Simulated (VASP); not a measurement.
Wanted: the native input for a VASP 6.6.1 run.

| Property | Result |
| --- | --- |
| Task | single point |
| Functional | PBE |
| Potentials or basis | VASP PAW PBE potentials, release 64 (S, Zn, Br, H) |
| Cutoff | 520 eV |
| k mesh | 1 × 1 × 1 |
| Occupations | gaussian, width 0.01 eV |
| Spin | no spin polarisation |
| Further INCAR settings | ALGO = Normal; EDIFF = 1e-07; NBANDS = 21 |

The structure of SZnBrH lies in POSCAR:

```
ZnHSBr
1.0
   11.0000000000      0.0000000000      0.0000000000
    0.0000000000     14.0000000000      0.0000000000
    0.0000000000      0.0000000000     11.0000000000
S Zn Br H
1 1 1 1
Direct
    0.4275954500      0.6015607100      0.4173909100
    0.5008681800      0.4753178600      0.5025000000
    0.5747681800      0.3431321400      0.5887909100
    0.4984227300      0.6598678600      0.4839454500
```

These files were run (other wordings do the same):

INCAR

```
SYSTEM = ZnHSBr
ALGO = Normal ; EDIFF = 1E-7
ENCUT = 520 ; GGA = PE
ISIF = 2 ; ISMEAR = 0
LASPH = .True. ; LCHARG = .True.
LELF = .True. ; LREAL = .False.
LVACPOTAV = .True. ; LVHAR = .True.
LWAVE = .False. ; NBANDS = 21
NELM = 60 ; PREC = Accurate
SIGMA = 0.01
```

KPOINTS

```
k-points
0
Gamma
  1 1 1
  0 0 0
```

Potentials or basis: VASP PAW PBE potentials, release 64 (S, Zn, Br, H).

Command:

```console
$ cat potpaw_PBE.64/S/POTCAR potpaw_PBE.64/Zn/POTCAR potpaw_PBE.64/Br/POTCAR potpaw_PBE.64/H/POTCAR > POTCAR
$ mpirun -np 1 vasp_gam > vasp.out
```

It gave:

- Largest force: 0.237 eV/Å
- Gap between the frontier levels: 4.13 eV

It took 100 s on 1 thread of Intel(R) Xeon(R) 6975P-C (Granite Rapids), on a shared host, peak memory 1.3 GiB.
